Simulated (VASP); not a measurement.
Data:

```xyz
2
Lattice="0.0000 3.1812 3.1812 3.1812 0.0000 3.1812 3.1812 3.1812 0.0000" Properties=species:S:1:pos:R:3 pbc="T T T"
Ba     0.0000     0.0000     0.0000
S      3.1812     3.1812     3.1812
```

Calculation: PBEsol GGA, VASP's PBE PAW potentials (set 64) (plane waves; VASP 6.6.1). Numerical set-up: 400 eV cut-off, 10×10×10 Γ-centred mesh, Gaussian smearing of 0.010 eV, potentials Ba_sv S.

The dielectric response may not be converged in the k-mesh; for small gaps it tends to come out too large.

### Question
The job: BaS (rock salt), 2 atoms, PBEsol, DFPT for ε, Born charges and Γ modes, 400 eV, 10×10×10 Γ-centred mesh. Roughly how much core time does it take on a busy server core?

### Answer
About 10 core-minutes (one run on a shared machine, a rough figure). It had 47 irreducible k-points, 12 bands, up to 1211 plane waves and 170 electronic steps.

The compound is BaS in the rock salt structure. It was relaxed first.
